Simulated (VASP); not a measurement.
```yaml
crystal:
  lattice:
    - [4.17193, 2.08229, 2.08229]
    - [2.08229, 4.17193, 2.08229]
    - [2.08229, 2.08229, 4.17193]
  atoms:
    - { symbol: Ni, position: [0.00000, 0.00000, 0.00000], spin: 1.3 }
    - { symbol: Ni, position: [0.50000, 0.50000, 0.50000], spin: -1.3 }
    - { symbol: O, position: [0.25000, 0.25000, 0.25000] }
    - { symbol: O, position: [0.75000, 0.75000, 0.75000] }
```

Calculation: optB88-vdW, VASP's PBE PAW potentials (set 64) (plane waves; VASP 6.6.1). Numerical set-up: 520 eV cut-off, Gaussian smearing of 0.050 eV, potentials Ni O.

### Question
Give the spin-up energies of bands 6 to 19 at the high-symmetry points, in eV from the valence-band maximum.

### Answer

| band | Γ | T | H2 | L | S0 | F |
|---|---|---|---|---|---|---|
| 6 | -2.29 | -4.38 | -5.36 | -4.84 | -5.25 | -4.86 |
| 7 | -2.29 | -3.70 | -4.64 | -4.64 | -4.73 | -3.59 |
| 8 | -2.27 | -3.70 | -4.50 | -4.11 | -4.51 | -3.56 |
| 9 | -1.85 | -1.72 | -1.43 | -1.89 | -1.41 | -2.63 |
| 10 | -1.85 | -1.72 | -1.33 | -1.25 | -1.25 | -1.37 |
| 11 | -1.76 | -1.32 | -1.20 | -1.10 | -1.23 | -1.14 |
| 12 | -1.47 | -0.84 | -0.81 | -0.93 | -0.81 | -0.92 |
| 13 | -1.47 | -0.84 | -0.51 | -0.39 | -0.52 | -0.79 |
| 14 | -0.64 | -0.68 | -0.45 | -0.33 | -0.48 | -0.41 |
| 15 | -0.64 | -0.02 | -0.25 | -0.24 | -0.28 | -0.31 |
| 16 | -0.35 | -0.02 | -0.18 | -0.17 | -0.18 | -0.18 |
| 17 | 2.03 | 1.47 | 1.50 | 1.45 | 1.52 | 2.08 |
| 18 | 2.03 | 1.47 | 1.58 | 1.49 | 1.57 | 2.14 |
| 19 | 2.39 | 5.02 | 9.14 | 8.19 | 9.22 | 6.46 |

### Question
Give the spin-down energies of bands 6 to 19 at the high-symmetry points, in eV from the valence-band maximum.

### Answer

```json
[
 {"band": "6", "Γ": "-2.29", "T": "-4.38", "H2": "-5.36", "L": "-4.84", "S0": "-5.25", "F": "-4.86"},
 {"band": "7", "Γ": "-2.29", "T": "-3.70", "H2": "-4.64", "L": "-4.64", "S0": "-4.73", "F": "-3.59"},
 {"band": "8", "Γ": "-2.27", "T": "-3.70", "H2": "-4.50", "L": "-4.11", "S0": "-4.51", "F": "-3.56"},
 {"band": "9", "Γ": "-1.85", "T": "-1.72", "H2": "-1.43", "L": "-1.89", "S0": "-1.41", "F": "-2.63"},
 {"band": "10", "Γ": "-1.85", "T": "-1.72", "H2": "-1.33", "L": "-1.25", "S0": "-1.25", "F": "-1.37"},
 {"band": "11", "Γ": "-1.76", "T": "-1.32", "H2": "-1.20", "L": "-1.10", "S0": "-1.23", "F": "-1.14"},
 {"band": "12", "Γ": "-1.47", "T": "-0.84", "H2": "-0.81", "L": "-0.93", "S0": "-0.81", "F": "-0.92"},
 {"band": "13", "Γ": "-1.47", "T": "-0.84", "H2": "-0.51", "L": "-0.39", "S0": "-0.52", "F": "-0.79"},
 {"band": "14", "Γ": "-0.64", "T": "-0.68", "H2": "-0.45", "L": "-0.33", "S0": "-0.48", "F": "-0.41"},
 {"band": "15", "Γ": "-0.64", "T": "-0.02", "H2": "-0.25", "L": "-0.24", "S0": "-0.28", "F": "-0.31"},
 {"band": "16", "Γ": "-0.35", "T": "-0.02", "H2": "-0.18", "L": "-0.17", "S0": "-0.18", "F": "-0.18"},
 {"band": "17", "Γ": "2.03", "T": "1.47", "H2": "1.50", "L": "1.45", "S0": "1.52", "F": "2.08"},
 {"band": "18", "Γ": "2.03", "T": "1.47", "H2": "1.58", "L": "1.49", "S0": "1.57", "F": "2.14"},
 {"band": "19", "Γ": "2.39", "T": "5.02", "H2": "9.14", "L": "8.19", "S0": "9.22", "F": "6.46"}
]
```

The gap is indirect, 1.14 eV, from the valence maximum at F-Γ at 0.55 to the conduction minimum at Γ-S0 at 0.73.

The compound is NiO in the rock salt, AFM-II order structure. It was relaxed first.
